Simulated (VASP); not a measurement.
```yaml
crystal:
  lattice:
    - [3.99788, 0.00000, 0.00000]
    - [0.00000, 3.99788, 0.00000]
    - [0.00000, 0.00000, 3.99788]
  atoms:
    - { symbol: Sc, position: [0.00000, 0.00000, 0.00000] }
    - { symbol: Al, position: [0.50000, 0.00000, 0.50000] }
    - { symbol: Al, position: [0.00000, 0.50000, 0.50000] }
    - { symbol: Al, position: [0.50000, 0.50000, 0.00000] }
```

Computed with PBE GGA, VASP's PBE PAW potentials (set 64) (plane waves; VASP). Numerical set-up: 300 eV cut-off, 7×7×7 Γ-centred mesh, Fermi-Dirac smearing of 0.10 eV, potentials Sc_sv Al.

At this cut-off the stress carries a Pulay error, which pulls relaxed volumes low.

**Question.** Give the stress tensor in GPa (positive for a compressed cell).

**Answer.** 
```
7.97  0.00  0.00
0.00  7.97  0.00
0.00  0.00  7.97
```
The pressure is its mean diagonal, 7.97 GPa.

The structure comes from a computed database's ScAl3 entry; how it stands against other phases isn't given here. The cell was not relaxed at this level.
